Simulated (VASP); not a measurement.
Data:

```yaml
crystal:
  lattice:
    - [4.51060, 0.00000, 0.00000]
    - [0.00000, 4.51060, 0.00000]
    - [0.00000, 0.00000, 6.32898]
  atoms:
    - { symbol: Al, position: [0.00000, 0.00000, 0.00000] }
    - { symbol: In, position: [0.50000, 0.50000, 0.50000] }
    - { symbol: Sb, position: [0.00000, 0.50000, 0.23322] }
    - { symbol: Sb, position: [0.50000, 0.00000, 0.76678] }
```

All values below come from r2SCAN meta-GGA, VASP's PBE PAW potentials (set 64) (plane waves; VASP). Numerical set-up: 400 eV cut-off, 6×6×4 Γ-centred mesh, tetrahedra with Blöchl corrections, potentials Al In_d Sb.

The cores are frozen, which limits the accuracy of field gradients.

Q: Give the principal components of the electric field gradient (V/Å²) and the asymmetry η at each nucleus.

A: 
```json
[
 {"atom": "Al1", "Vxx": "-2.5", "Vyy": "-2.5", "Vzz": "5.0", "η": "0.00"},
 {"atom": "In2", "Vxx": "6.3", "Vyy": "6.3", "Vzz": "-12.5", "η": "0.00"},
 {"atom": "Sb3", "Vxx": "21.7", "Vyy": "6.3", "Vzz": "-28.0", "η": "0.55"},
 {"atom": "Sb4", "Vxx": "21.7", "Vyy": "6.3", "Vzz": "-28.0", "η": "0.55"}
]
```

The structure comes from a computed database's AlInSb2 entry (P-4m2); how it stands against other phases isn't given here. It was relaxed first.
